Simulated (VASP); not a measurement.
Energy against volume of CsBr (CsCl type). These are revPBE GGA, VASP's PBE PAW potentials (set 64) (plane waves; VASP) values and carry that method's errors. Settings: 520 eV cut-off, 6×6×6 Γ-centred mesh, Gaussian smearing of 0.050 eV, potentials Cs_sv Br.

```tsv
V (Å³/atom)	E (eV/atom)
45.277	-2.83139
46.677	-2.83295
48.077	-2.83219
49.478	-2.82946
```

Question: Fit these four points and predict the energy of the run at 43.877 Å³/atom.

Answer: A cubic in V^(−2/3), the third-order Birch-Murnaghan form, passes through the four points with V0 = 46.88 Å³/atom and B0 = 9 GPa, and gives -2.8271 eV/atom there. The run gave -2.8271 eV/atom, +0.0 meV/atom from the fit; all five points give B0 = 9 GPa.

The compound is CsBr in the CsCl type structure. It was relaxed first, which changed the volume by +19 %.
